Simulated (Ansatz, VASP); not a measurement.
## Cross-check of W (free-standing triangular W monolayer, spacing 3.288 A) between VASP and Ansatz

Aim: how closely do two programs agree when they are given the same cell, functional and k mesh? The cell is taken from a series of runs on this material, whose earlier steps may have relaxed, scaled, displaced or heated it; both programs get it as it stands.

Program: Ansatz 0.2.0. Level of theory: plane waves, with VASP 6.6.1 beside it; single point at PBEsol. Results are calculated unless marked as measured.

## (1) The starting structure

The cell holds 1 atom: 1 W. Cell: a = 3.288 Å, b = 3.288 Å, c = 14.000 Å, α = 90.0°, β = 90.0°, γ = 120.0°. As first built, before any earlier steps moved the atoms (in the runner's words): model lattice. Vacuum lies along c.

## (2) Ansatz: single point, PBEsol, pair 1

Ansatz runs on its PAW soft_1 files.

A single point gives forces, pressure and levels at one fixed geometry, so differences don't come from the geometry; what else differs is listed under the comparison.

Input file input.yaml:

```yaml
crystal:
  lattice:
    - [3.288, 0.0, 0.0]
    - [-1.644, 2.847492, 0.0]
    - [0.0, 0.0, 14.0]
  atoms:
    - { symbol: W, position: [0.0, 0.0, 0.5], spin: 1.0 }
magnetization:
  spin_polarized: true
kpoints:
  mp_grid: { grid: [7, 7, 1] }
hamiltonian:
  xc: pbesol
  pseudopotentials: { kind: paw, azcp: { folder: soft_1 }, xc_functional: pbe }
scf:
  occupations: { method: fermi_dirac, width: 0.1 }
  max_iter: 120
  convergence: { dr2_threshold: 1.0e-08 }
  lower_state_search: "off"
output:
  write_density: true
  write_potential: true
  elf: true
  volumetric_format: npy
```

Run with:

```bash
> ansatz run input.yaml --threads 2 --pin off --max-ram 5120MiB --backend cpu --events-out ev --progress --plain --runs-dir out
```

Numbers of over 12 decimals in the logs are rounded to 6 here.

Output:

```text
Engine: ansatz 0.2.0, aarch64-unknown-linux-gnu
Pseudopotentials: kind: paw
Pseudopotential: W, paw, valence charge 14, recommended cutoff 420 eV (normal), soft_1/W.paw.azcp
Functional definition: PBEsol
  exchange = pbesol_x
  correlation = pbesol_c
Crystal: 1 atoms, lattice volume = 131.076 Å³
Basis set: ecut = 420 eV, 2627 PW (Γ)
Bands: 12, of which v1, the nominal top of the filled ones, is band 7 counted from 1 (6 counted from 0)
Symmetry: 24 space group operations
Space group: P6/mmm (ITA 191), of the structure as read, at distance tolerance 5.1e-5 Å
Magnetic group: BNS 191.233 (UNI 1463), of the structure as read, at distance tolerance 5.1e-5 Å
k-points: 8 of 49
Non-local potential: W, projectors of the file, l = 0: 3, l = 1: 2, l = 2: 2, l = 3: 1
PAW form: soft (Blöchl's): semilocal exchange-correlation on the pseudo side does not see the compensation charge
PAW frozen core: W, regenerated for the run's functional, and the local potential with it (the file was generated under x = pbe(κ = 0.804, μ = 0.219515), c = pbe(β = 0.066725))
PAW one-centre angular grid: W, 590 points (default); XC on 64 Gauss nodes
Initial density: superposition of atomic densities (neutral atoms: chi_scale 0, normalization atom)
Starting moments: Σ|m| = 1 μB on 1 of 1 site
Initial wavefunctions: pseudopotential atomic-orbital guess
Functional: x = pbesol(κ = 0.804, μ = 0.123457), c = pbesol(β = 0.046)
SCF iter   1: F=—  HF=-10251.810911 eV  |F-HF|=—  |Δ(HF+E_count)|=         —  Δρ=1.97e-2 (↑1.97e-2 ↓1.47e-2)  dr2=1.18e0  dr2_m=1.99e-1  M=0.590 μB ∫|m|=0.590 μB  β_m=0.30  ethr=3.10e-3  ⟨swp⟩=6.1  Hψ=1143  notcnv=0
preconditioner: auto → LDOS  [metal: Δε(μ)=0.045 eV  Ē_g=4.270 eV  σ=0.100 eV  W_gap=0.11  n_scr=8 (ndim 8)  ℏωp=7.9 eV  f_vac=0.646  D(μ)=2.95/eV (n_scr^D=8)]
spin=Collinear: LDOS preconditioning applied to the charge; magnetization (m = ρ↑ − ρ↓) channel mixes plain (no charge-response kernel on spin).
SCF iter   2: F=—  HF=-10251.637584 eV  |F-HF|=—  |Δ(HF+E_count)|=   1.73e-1  Δρ=1.37e-2 (↑1.37e-2 ↓1.01e-2)  dr2=4.92e-1  dr2_m=1.08e-1  M=0.559 μB ∫|m|=0.559 μB  β_m=0.30  ethr=3.10e-3  ⟨swp⟩=2.0  Hψ=358  notcnv=0
SCF iter   3: F=—  HF=-10251.538241 eV  |F-HF|=—  |Δ(HF+E_count)|=   9.93e-2  Δρ=8.48e-3 (↑8.48e-3 ↓6.40e-3)  dr2=7.08e-2  dr2_m=5.12e-2  M=0.658 μB ∫|m|=0.658 μB  β_m=0.30  ethr=3.10e-3  ⟨swp⟩=3.1  Hψ=288  notcnv=0
SCF iter   4: F=—  HF=-10251.551763 eV  |F-HF|=—  |Δ(HF+E_count)|=   1.35e-2  Δρ=5.39e-3 (↑4.84e-3 ↓5.39e-3)  dr2=3.62e-3  dr2_m=2.99e-2  M=0.718 μB ∫|m|=0.718 μB  β_m=1.00  ethr=5.06e-4  ⟨swp⟩=2.5  Hψ=423  notcnv=0
SCF iter   5: F=—  HF=-10251.606298 eV  |F-HF|=—  |Δ(HF+E_count)|=   5.45e-2  Δρ=5.16e-3 (↑5.16e-3 ↓3.35e-3)  dr2=4.74e-3  dr2_m=2.10e-2  M=0.945 μB ∫|m|=0.945 μB  β_m=1.00  ethr=2.59e-5  ⟨swp⟩=2.2  Hψ=385  notcnv=0
SCF iter   6: F=—  HF=-10251.656617 eV  |F-HF|=—  |Δ(HF+E_count)|=   5.03e-2  Δρ=4.78e-3 (↑4.78e-3 ↓2.34e-3)  dr2=9.49e-3  dr2_m=1.35e-2  M=1.166 μB ∫|m|=1.166 μB  β_m=1.00  ethr=2.59e-5  ⟨swp⟩=2.2  Hψ=375  notcnv=0
SCF iter   7: F=—  HF=-10251.676685 eV  |F-HF|=—  |Δ(HF+E_count)|=   2.01e-2  Δρ=3.78e-3 (↑3.78e-3 ↓1.85e-3)  dr2=1.50e-2  dr2_m=4.94e-3  M=1.304 μB ∫|m|=1.304 μB  β_m=1.00  ethr=2.59e-5  ⟨swp⟩=2.0  Hψ=381  notcnv=0
SCF iter   8: F=—  HF=-10251.688038 eV  |F-HF|=—  |Δ(HF+E_count)|=   1.14e-2  Δρ=4.78e-3 (↑4.78e-3 ↓2.45e-3)  dr2=3.79e-2  dr2_m=4.36e-3  M=1.403 μB ∫|m|=1.403 μB  β_m=1.00  ethr=2.59e-5  ⟨swp⟩=2.3  Hψ=306  notcnv=0
SCF iter   9: F=—  HF=-10251.697393 eV  |F-HF|=—  |Δ(HF+E_count)|=   9.35e-3  Δρ=6.02e-3 (↑6.02e-3 ↓3.18e-3)  dr2=6.85e-2  dr2_m=4.95e-3  M=1.471 μB ∫|m|=1.471 μB  β_m=1.00  ethr=2.59e-5  ⟨swp⟩=2.4  Hψ=296  notcnv=0
SCF iter  10: F=—  HF=-10251.684476 eV  |F-HF|=—  |Δ(HF+E_count)|=   1.29e-2  Δρ=1.49e-3 (↑1.49e-3 ↓9.68e-4)  dr2=6.64e-3  dr2_m=3.51e-4  M=1.482 μB ∫|m|=1.482 μB  β_m=1.00  ethr=2.59e-5  ⟨swp⟩=2.0  Hψ=366  notcnv=0
[...]
SCF iter  13: F=—  HF=-10251.683898 eV  |F-HF|=—  |Δ(HF+E_count)|=   1.78e-3  Δρ=7.97e-4 (↑7.97e-4 ↓4.84e-4)  dr2=1.44e-3  dr2_m=9.10e-5  M=1.513 μB ∫|m|=1.513 μB  β_m=0.30  ethr=2.59e-5  ⟨swp⟩=2.2  Hψ=256  notcnv=0
Mixer restart at iter 13: flushing history
spin-set hold released at iteration 13 (site moments contracting): the magnetisation degrees of freedom join the quasi-Newton model from the next iteration; the mixer history was flushed
SCF iter  14: F=—  HF=-10251.683739 eV  |F-HF|=—  |Δ(HF+E_count)|=   1.59e-4  Δρ=5.03e-4 (↑5.03e-4 ↓3.61e-4)  dr2=6.38e-4  dr2_m=4.95e-5  M=1.512 μB ∫|m|=1.512 μB  β_m=0.56  ethr=1.03e-5  ⟨swp⟩=1.0  Hψ=200  notcnv=0
SCF iter  15: F=—  HF=-10251.683703 eV  |F-HF|=—  |Δ(HF+E_count)|=   3.57e-5  Δρ=1.22e-4 (↑7.04e-5 ↓1.22e-4)  dr2=4.77e-5  dr2_m=6.26e-6  M=1.511 μB ∫|m|=1.511 μB  β_m=0.76  ethr=4.56e-6  ⟨swp⟩=2.0  Hψ=227  notcnv=0
SCF iter  16: F=—  HF=-10251.683721 eV  |F-HF|=—  |Δ(HF+E_count)|=   1.84e-5  Δρ=2.87e-5 (↑2.87e-5 ↓1.95e-5)  dr2=3.47e-6  dr2_m=3.63e-7  M=1.513 μB ∫|m|=1.513 μB  β_m=0.88  ethr=3.41e-7  ⟨swp⟩=1.8  Hψ=236  notcnv=0
SCF iter  17: F=—  HF=-10251.683725 eV  |F-HF|=—  |Δ(HF+E_count)|=   3.67e-6  Δρ=1.04e-5 (↑1.04e-5 ↓1.03e-5)  dr2=4.67e-8  dr2_m=1.15e-7  M=1.514 μB ∫|m|=1.514 μB  β_m=0.94  ethr=2.48e-8  ⟨swp⟩=2.1  Hψ=260  notcnv=0
SCF iter  18: F=—  HF=-10251.683725 eV  |F-HF|=—  |Δ(HF+E_count)|=   2.96e-7  Δρ=8.07e-6 (↑8.07e-6 ↓6.50e-6)  dr2=1.91e-8  dr2_m=6.03e-8  M=1.515 μB ∫|m|=1.515 μB  β_m=0.97  ethr=3.33e-10  ⟨swp⟩=2.0  Hψ=309  notcnv=0
iter 19 did not close the SCF: its close was put off for a magnetic moment that had not settled (scf_convergence_deferred on its scf_iter line)
SCF iter  19: F=-10251.683725 eV  HF=-10251.683725 eV  |F-HF|=5.44e-9  |Δ(HF+E_count)|=   1.52e-7  Δρ=2.59e-6 (↑2.26e-6 ↓2.59e-6)  dr2=7.32e-9  dr2_m=5.68e-9  M=1.516 μB ∫|m|=1.516 μB  β_m=0.99  ethr=7.14e-11  ⟨swp⟩=4.8  Hψ=690  notcnv=0
SCF iter  20: F=-10251.683725 eV  HF=-10251.683725 eV  |F-HF|=1.10e-9  |Δ(HF+E_count)|=   1.77e-8  Δρ=7.50e-7 (↑4.68e-7 ↓7.50e-7)  dr2=6.26e-10  dr2_m=2.81e-10  M=1.516 μB ∫|m|=1.516 μB  ethr=5.23e-11  ⟨swp⟩=1.6  Hψ=661  notcnv=0
SCF 1 converged in 20 iterations: F = -10251.683725 eV  dr2 = 6.26e-10
  greatest PAW one-centre occupation: 0.999 electrons in one spin orbital (limit 2), on the W atom at site 0 (counted from 0), in its partial waves of l = 0
WARN: The output density's exchange-correlation potential varies sharply where the density is thin. Do not read a vacuum level from v_tot or v_xc, or from such a field of the output density. On a cell that repeats whose density bears no net charge and no dipole along the vacuum's axis use v_es (v_loc + v_h of the components); under efield.dipole_correction with no amplitude use v_es + v_field, which holds any externa [...]
SCF converged after 20 iterations
Magnetization: 1.5160 μB (7.7580 up, 6.2420 down)
Absolute magnetization: 1.5162 μB (∫|ρ↑−ρ↓|, with the PAW one-centre terms)
Spin contamination: 0.0051 ħ² per cell (⟨S²⟩ above its minimum at these occupations)
Per-site moments (μB) at R_I (Å): [(1.175079, 1.356300)]
Free energy (F): -10251.683725 eV
Harris-Foulkes:  -10251.683725 eV  (|F-HF|=1.10e-9)
Internal energy: -10251.597478 eV  (E = F + TS)
E sigma→0 (E₀):  -10251.640602 eV
Entropy (-TS):   -0.086248 eV (-86.248 meV/atom)
Fermi energy:    -1.623733 eV
--- Per-component energies (eV) ---
  E_band       = -407.921905
  E_kinetic    = 409.085227
  E_local      = -4253.893843  (includes V_loc(G=0)·N_el)
  E_nonlocal   = -21.015355
  E_hartree    = 1920.932296
  E_xc         = -257.551263
  E_vxc        = -220.193827  (∫ρ·V_xc dr)
  E_paw        = -8450.767594  (= ΣΔE_a)
  E_vpaw       = -163.769063  (= ΣTr[D̂ρ^β])
  E_aug_tail   = 0.000151  (compensation charges beyond the density's cutoff)
  E_ewald      = 401.391045
  E_core_change = 0.221858  (= ΣΔE_core)
  E_smearing   = -0.086248  (= −TS)
  E_closure    = 0.000000  (closes the sum)
  Σ components = -10251.683725   (vs F -10251.683725, Δ=0.00e0)
--- Band table (eV; the first three rows and the last of 16) ---
  k-point 0 ↑: bands = [... 3 lower, -40.0179, -6.5267, -2.8167, -1.7163, -1.7163, -0.7242, -0.3775, -0.3775, ... 1 higher]
  k-point 1 ↑: bands = [... 3 lower, -40.0267, -5.9934, -2.6598, -2.0049, -1.6038, -1.3266, -0.4756, 0.6308, ... 1 higher]
  k-point 2 ↑: bands = [... 3 lower, -40.0464, -4.7226, -2.4951, -2.4057, -2.0319, -0.6868, -0.2962, 1.9600, ... 1 higher]
  k-point 7 ↓: bands = [... 3 lower, -39.5144, -2.2408, -1.9239, -1.6976, -0.9792, 0.1694, 2.7648, 4.1869, ... 1 higher]
```

Reading the cycles: dr2 is the Hartree energy of the density residual (eV), the measure of convergence; HF is the Harris–Foulkes estimate of the energy, which meets the free energy F at convergence.

## (3) VASP: single point, PBEsol, pair 1

The same cell, functional, mesh and smearing now go to VASP, with its own data sets.

Lines of VASP's logs that name or quote its potential files are left out, and so is its time.

Input file INCAR:

```
SYSTEM = W
PREC = Accurate
ENCUT = 520
EDIFF = 1E-06
NELM = 200
ISMEAR = -1
SIGMA = 0.1
LREAL = .FALSE.
ALGO = Normal
GGA = PS
NBANDS = 10
ISPIN = 2
MAGMOM = 1.18
LASPH = .TRUE.
LMAXMIX = 4
LORBIT = 11
LWAVE = .FALSE.
LCHARG = .FALSE.
ISIF = 2
GGA_COMPAT = .FALSE.
KPAR = 2
```

Input file POSCAR:

```
W
1.0
    3.2880000000      0.0000000000      0.0000000000
   -1.6440000000      2.8474920000      0.0000000000
    0.0000000000      0.0000000000     14.0000000000
W
1
Direct
    0.0000000000      0.0000000000      0.5000000000
```

Input file KPOINTS:

```
Automatic mesh
0
Gamma
7 7 1
0 0 0
```

The projector-augmented-wave data sets are W (PBE family, release 64).

Run with:

```bash
> mpirun -np 2 vasp_std
```

Output:

```text
[banner, memory and clock lines left out]
running    2 mpi-ranks, on    1 nodes
 distrk:  each k-point on    1 cores,    2 groups
 distr:  one band on    1 cores,    1 groups

 POSCAR found type information on POSCAR W
 POSCAR found :  1 types and       1 ions
|                                                                             |
|               ----> ADVICE to this user running VASP <----                  |
|                                                                             |
|     You enforced a specific xc type in the INCAR file but a different       |
|     [... a line on the potential file left out ...]
|     I HOPE YOU KNOW WHAT YOU ARE DOING!                                     |
|                                                                             |

 LDA part: xc-table for (Slater+PW92), standard interpolation
 POSCAR, INCAR and KPOINTS ok, starting setup
 FFT: planning ... GRIDC
 FFT: planning ... GRID_SOFT
 FFT: planning ... GRID
 WAVECAR not read
 entering main loop
       N       E                     dE             d eps       ncg     rms          rms(c)
DAV:   1     0.136152635626E+02    0.13615E+02   -0.16486E+03   320   0.364E+02
DAV:   2    -0.679188084390E+01   -0.20407E+02   -0.18923E+02   496   0.590E+01
DAV:   3    -0.865727614749E+01   -0.18654E+01   -0.17604E+01   400   0.194E+01
DAV:   4    -0.869384965758E+01   -0.36574E-01   -0.36315E-01   364   0.297E+00
DAV:   5    -0.869427421381E+01   -0.42456E-03   -0.42453E-03   358   0.319E-01    0.689E+00
DAV:   6    -0.774197396299E+01    0.95230E+00   -0.24323E+00   344   0.605E+00    0.200E+00
DAV:   7    -0.783010419384E+01   -0.88130E-01   -0.63023E-01   350   0.261E+00    0.121E+00
DAV:   8    -0.786452044607E+01   -0.34416E-01   -0.62207E-02   328   0.950E-01    0.772E-01
DAV:   9    -0.785742843230E+01    0.70920E-02   -0.10379E-02   340   0.561E-01    0.494E-01
DAV:  10    -0.783912535675E+01    0.18303E-01   -0.95433E-03   350   0.339E-01    0.260E-01
DAV:  11    -0.784379328333E+01   -0.46679E-02   -0.81166E-04   328   0.131E-01    0.164E-01
DAV:  12    -0.786449174407E+01   -0.20698E-01   -0.50600E-03   336   0.229E-01    0.124E-01
DAV:  13    -0.787256855790E+01   -0.80768E-02   -0.17577E-03   340   0.167E-01    0.103E-01
DAV:  14    -0.787621830833E+01   -0.36498E-02   -0.66827E-04   342   0.964E-02    0.613E-02
DAV:  15    -0.787759160548E+01   -0.13733E-02   -0.45119E-04   328   0.894E-02    0.258E-02
DAV:  16    -0.787780084045E+01   -0.20923E-03   -0.82331E-05   340   0.375E-02    0.137E-02
DAV:  17    -0.787790632480E+01   -0.10548E-03   -0.18135E-05   334   0.209E-02    0.868E-03
DAV:  18    -0.787795627901E+01   -0.49954E-04   -0.45785E-06   344   0.904E-03    0.449E-03
DAV:  19    -0.787803811901E+01   -0.81840E-04   -0.69785E-06   340   0.977E-03    0.331E-03
DAV:  20    -0.787809141947E+01   -0.53300E-04   -0.47672E-06   326   0.775E-03    0.133E-03
DAV:  21    -0.787810938149E+01   -0.17962E-04   -0.18803E-06   338   0.470E-03    0.120E-03
DAV:  22    -0.787811879622E+01   -0.94147E-05   -0.82440E-07   332   0.304E-03    0.430E-04
DAV:  23    -0.787812265311E+01   -0.38569E-05   -0.33184E-07   334   0.195E-03    0.356E-04
DAV:  24    -0.787812345641E+01   -0.80330E-06   -0.73802E-08   342   0.106E-03
   1 F= -.78781235E+01 E0= -.78342986E+01  d E =-.876498E-01  mag=     1.5378
```

OUTCAR, selected parts (step 3):

```text
ion  position               nearest neighbor table
   1  0.000  0.000  0.500-

  LATTYP: Found a hexagonal cell.
 ALAT       =     3.2880000000
 C/A-ratio  =     4.2579075426

 Subroutine GETGRP returns: Found 24 space group operations
 (whereof 24 operations were pure point group operations)

The static configuration has the point symmetry D_6h.

 Found      8 irreducible k-points:

   k-points           NKPTS =      8   k-points in BZ     NKDIM =      8   number of bands    NBANDS=     10

   dimension x,y,z NGX =    24 NGY =   24 NGZ =  108
   dimension x,y,z NGXF=    48 NGYF=   48 NGZF=  216

   ENCUT  =  520.0 eV  38.22 Ry    6.18 a.u.   6.11  6.11 26.03*2*pi/ulx,y,z

   NELECT =       6.0000    total number of electrons

 k-points in reciprocal lattice and weights: Automatic mesh
   0.00000000  0.00000000  0.00000000       0.020
   0.14285714  0.00000000  0.00000000       0.122
   0.28571429 -0.00000000  0.00000000       0.122
   0.42857143  0.00000000  0.00000000       0.122
   0.14285714  0.14285714  0.00000000       0.122
   0.28571429  0.14285714  0.00000000       0.245
   0.42857143  0.14285714  0.00000000       0.122
   0.28571429  0.28571429  0.00000000       0.122

 average (electrostatic) potential at core
       1 -49.2086

 E-fermi :  -3.4194

 spin component 1
 k-point     1 :       0.0000    0.0000    0.0000
  band No.  band energies     occupation
      1      -8.2736      1.00000
      2      -4.6148      0.99999
      3      -3.5306      0.75250
      4      -3.5306      0.75249
      5      -2.4737      0.00008
      6      -2.2204      0.00001
      7      -2.2204      0.00001
      8       1.2639      0.00000
      9       2.2429      0.00000
    ...

 k-point     2 :       0.1429    0.0000    0.0000
  band No.  band energies     occupation
      1      -7.7436      1.00000
      2      -4.4600      0.99997
      3      -3.8125      0.98076
      4      -3.3996      0.45075
      5      -3.1439      0.05981
      6      -2.3167      0.00002
      7      -1.1600      0.00000
      8       1.6158      0.00000
    ...

 k-point     3 :       0.2857   -0.0000    0.0000
  band No.  band energies     occupation
      1      -6.4810      1.00000
      2      -4.2905      0.99984
      3      -4.2062      0.99962
      4      -3.8354      0.98463
      5      -2.5242      0.00013
      6      -2.1240      0.00000
      7       0.1872      0.00000
      8       2.6689      0.00000
      9       3.8904      0.00000
    ...

 k-point     4 :       0.4286    0.0000    0.0000
  band No.  band energies     occupation
      1      -5.9262      1.00000
      2      -4.6467      1.00000
      3      -3.8692      0.98900
      4      -2.6826      0.00063
      5      -2.5184      0.00012
      6      -1.0503      0.00000
      7       1.5790      0.00000
      8       1.9703      0.00000
    ...

 k-point     5 :       0.1429    0.1429    0.0000
  band No.  band energies     occupation
      1      -6.7741      1.00000
      2      -4.2262      0.99969
      3      -4.1956      0.99957
      4      -3.9778      0.99626
      5      -2.5608      0.00019
      6      -2.3285      0.00002
      7      -0.1472      0.00000
      8       2.3192      0.00000
      9       3.5204      0.00000
    ...

 k-point     6 :       0.2857    0.1429    0.0000
  band No.  band energies     occupation
      1      -5.5591      1.00000
      2      -4.4132      0.99995
      3      -4.1980      0.99958
      4      -3.7582      0.96734
      5      -2.9209      0.00680
      6      -0.9385      0.00000
      7       1.3019      0.00000
      8       3.4436      0.00000
      9       3.7938      0.00000
    ...

  Total       -8.7384898     -8.7384927     -0.0067838      0.0000000      0.0000000      0.0000000
  in kB     -106.8131217   -106.8131572     -0.0829209      0.0000000      0.0000000      0.0000000
  external PRESSURE =     -71.2363999 kB  Pullay stress =       0.0000000 kB

  energy-cutoff  :      520.00
  volume of cell :      131.08
      direct lattice vectors                 reciprocal lattice vectors
     3.288000000  0.000000000  0.000000000     0.304136253  0.175593118  0.000000000
    -1.644000000  2.847492000  0.000000000     0.000000000  0.351186237  0.000000000
     0.000000000  0.000000000 14.000000000     0.000000000  0.000000000  0.071428571

 POSITION                                       TOTAL-FORCE (eV/Angst)
 -----------------------------------------------------------------------------------
      0.00000      0.00000      7.00000         0.000000      0.000000      0.000000
 -----------------------------------------------------------------------------------
    total drift:                               -0.000000      0.000000      0.000000

  FREE ENERGIE OF THE ION-ELECTRON SYSTEM (eV)
  ---------------------------------------------------
  free  energy   TOTEN  =        -7.8781234564 eV

  energy  without entropy=       -7.7904736853  energy(sigma->0) =       -7.83429857

 total charge
# of ion       s       p       d       tot
------------------------------------------
    1        0.569   0.194   3.534   4.297

 magnetization (x)
# of ion       s       p       d       tot
------------------------------------------
    1        0.069   0.011   1.156   1.236

[... 6 further parts left out ...]
```

## (4) Side by side

Known differences besides the potentials themselves: VASP starts from the moments at which Ansatz ended; the data sets hold 14 valence electrons in Ansatz (on its PAW soft_1 files) and 6 in VASP; the cutoff is 420 eV in Ansatz and 520 eV in VASP; Ansatz makes its cores anew for this functional, VASP keeps those of its PBE data sets; site moments are counted in spheres of each program's own size. Total energies have different zeros and are not compared.

Compared:

```csv
quantity,Ansatz,VASP,difference
total moment (μB),1.52,1.54,-0.02
moment on W1 (μB),1.18,1.24,-0.06
```

With vacuum in the cell, a pressure given here is an average over mostly empty space and none of the material.

## (5) Ansatz: single point, PBEsol, pair 2

A single point gives forces, pressure and levels at one fixed geometry, so differences don't come from the geometry; what else differs is listed under the comparison.

The cell is taken from a series of runs on this material, whose earlier steps may have relaxed, scaled, displaced or heated it; both programs get it as it stands.

input.yaml, the sections that differ from step 2:

```yaml
crystal:
  lattice:
    - [3.288, 0.0, 0.0]
    - [-1.644, 2.847492, 0.0]
    - [0.0, 0.0, 14.0]
  atoms:
    - { symbol: W, position: [0.0, 0.0, 0.5], spin: 1.18 }
kpoints:
  mp_grid: { grid: [19, 19, 1] }
basis:
  ecutwfc: 420.0
checkpoint:
  read: start
  write: ck
  compress: false
  write_wavefunctions: false
  write_every: 100000
# magnetization, hamiltonian, scf: as in step 2
# output: removed
```

Run with:

```bash
> ansatz run input.yaml --threads 2 --pin off --max-ram 5120MiB --backend cpu --events-out ev --progress --plain --runs-dir out
```

Output:

```text
[...]
SCF converged after 8 iterations
Magnetization: 1.6351 μB (7.8175 up, 6.1825 down)
Absolute magnetization: 1.6353 μB (∫|ρ↑−ρ↓|, with the PAW one-centre terms)
[...]
Per-site moments (μB) at R_I (Å): [(1.248036, 1.356300)]
Free energy (F): -10251.662335 eV
[...]
Internal energy: -10251.569484 eV  (E = F + TS)
E sigma→0 (E₀):  -10251.615910 eV
Entropy (-TS):   -0.092851 eV (-92.851 meV/atom)
Fermi energy:    -1.592977 eV
[...]
```

(Continued in part 2 of 2.)

[Lines on the potential files, build, host, timing and source positions are cut from VASP's logs without a mark.]

[Logs are printed without paths, hosts, clocks, repeated set-up lines and the standing remarks that a program may print on its own settings, such as how far it seeks lower states.]

[Hosts, paths, dates, database ids (printed as entryN), source tags and the programs' standing remarks are cut or masked in the printed files.]
